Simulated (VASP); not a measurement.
**PtTe2: transverse stress against strain**

PtTe2 (1T layered, P-3m1, 25.919 Å³/atom and stress up to 0.06 GPa in the relaxed cell, c along z) under an equal strain ε along x and y, with z held. PBE in VASP (plane waves, PAW), 480 eV, 14×14×10 Γ-centred mesh, Methfessel-Paxton smearing 0.10 eV; ions are relaxed, or left where forces stay under 0.02 eV/Å, within the symmetry of each cell. Against the start cell, which lies near the measured one, the relaxed cell differs by 5.9 % in volume and 3.1 % in c; the values below rest on it. Stress is positive for a compressed cell.

Here s stands for strain and y for stress zz.

| strain (%) | stress zz (GPa) |
|---|---|
| -3.00 | ? |
| -1.50 | 0.88 |
| -1.00 | 0.59 |
| -0.50 | 0.31 |
| 0.00 | 0.02 |
| 0.50 | -0.22 |
| 1.00 | -0.45 |
| 1.50 | -0.66 |

Taking a straight line for y over the 7 complete rows: Means: s 0, y 0.067. About the means, the sum of products is -3.6150 and the sum of squares of s is 7.0000; the slope is their ratio. Least squares gives y = 0.067 - 0.5164·s. Residuals (row less fit): 0.038, 0.007, -0.015, -0.047, -0.029, -0.001, 0.048; standard error 0.038 (degrees of freedom: 5). The slope gives the elastic constant 2C13 = about 52 GPa.

Task: Predict the withheld y at s = -3.00 from the fit, and compare with the calculation.

Result: y = 0.067 - 0.5164 × (-3.0) = 1.616 GPa. The calculation gives 1.89 GPa, 0.274 GPa above the prediction (10.7 % of the range of y in the table). The row lies outside the fitted rows, so this is an extrapolation. From the scatter of the fitted rows alone, a prediction at this place has a standard error of 0.059 GPa, so the miss is 4.6 times that.

A polynomial of degree 2 through the 12 other runs of the series gives 1.88 there, so most of the miss is curvature that the fit leaves out. In a metal these values are sensitive to mesh and smearing; energies are taken to zero smearing, stresses follow the free energy. The runs aren't spin-polarised. Spin-orbit coupling is left out, which can shift these values for the heavy elements here. Rows are the converged runs of the series near zero and its far end, less any whose ions stayed unrelaxed beside relaxed ones; series whose fitted rows scatter by over a few per cent of the range, as at a crossing or softening among them, aren't shown in this form. Most that stay on the fit to the last digits aren't either.
